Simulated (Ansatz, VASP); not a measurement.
## One calculation of TaSF, two programs

File INCAR:

```
PREC     = Accurate       # precision mode
ENCUT    = 520            # plane-wave cutoff, eV
EDIFF    = 1E-7           # SCF threshold, eV
ISMEAR   = 0              # smearing method
SIGMA    = 0.1            # smearing width, eV
LREAL    = F              # projectors in reciprocal space
LASPH    = T              # aspherical terms in the spheres
NELM     = 150            # most SCF steps
ALGO     = Normal         # electronic algorithm
ISIF     = 2              # what is computed and relaxed
LWAVE    = F              # write WAVECAR
LCHARG   = F              # write CHGCAR
ISPIN    = 2              # spin polarisation
MAGMOM   = 1 0 0          # initial moments
LORBIT   = 11             # projections on sites
LMAXMIX  = 4              # l up to which the mixer works
GGA      = PE             # functional
NBANDS   = 23             # bands
```

File KPOINTS:

```
regular mesh
0
Gamma
  4 4 4
```

POSCAR

```
TaSF
1.0
    3.7919054600      0.0000000000      0.0000000000
    0.0000000000      3.7919054600      0.0000000000
    0.0000000000      0.0000000000      4.4356296600
Ta S F
1 1 1
Direct
    0.5000000000      0.5000000000      0.5000000000
    0.0000000000      0.0000000000      0.5000000000
    0.5000000000      0.5000000000      0.0000000000
```

Input for Ansatz:

```yaml
crystal:
  lattice:
    - [3.79190546, 0.0, 0.0]
    - [0.0, 3.79190546, 0.0]
    - [0.0, 0.0, 4.43562966]
  atoms:
    - { symbol: Ta, position: [0.5, 0.5, 0.5], spin: 1.0 }
    - { symbol: S, position: [0.0, 0.0, 0.5] }
    - { symbol: F, position: [0.5, 0.5, 0.0] }
basis:
  ecutwfc: 420
kpoints:
  mp_grid: { grid: [4, 4, 4] }
hamiltonian:
  xc: pbe
scf:
  occupations: { method: gaussian, width: 0.1 }
  lower_state_search: "off"
output:
  forces: true
  stress: true
  eigenvalues: true
  populations: true
magnetization:
  spin_polarized: true
```

Alike in both runs: task single point; functional PBE; k mesh 4 × 4 × 4; occupations gaussian, width 0.1 eV; collinear spin.

|  | VASP | Ansatz |
| --- | --- | --- |
| version | VASP 6.6.1 | Ansatz 0.2.0 |
| potentials or method | VASP PAW PBE potentials, release 64 (Ta_pv, S, F) | scalar-relativistic, plane waves, PAW |
| plane-wave cutoff (eV) | 520 | 420 |
| valence electrons in the cell | 24 | 26 |

Ansatz gave:

- gap on the k mesh at the Fermi level (eV): none
- pressure (GPa): -18.8
- largest component of the traceless stress (GPa): 1.87
- net moment per atom (μB): 0.27
- size of the moment on the site where the two differ most (μB): 0.39

Task: What did VASP give for the same quantities?

Result: gap on the k mesh at the Fermi level (eV): none; pressure (GPa): -18.9; largest component of the traceless stress (GPa): 1.96; net moment per atom (μB): 0.27; size of the moment on the site where the two differ most (μB): 0.60.

Site moments also hang on the region over which each program counts them. A gap of «none» marks a metal or a gap that the smearing closes. The two sets of potentials don't hold the same shells in valence.

Caveats: the k mesh is coarse (spacing up to 0.41 Å⁻¹), so the values aren't converged; so large a pressure means that the cell lies far from this level's equilibrium, or that cutoff or potentials fall short (VASP). The runs have no spin-orbit coupling, so splittings on Ta are missing.
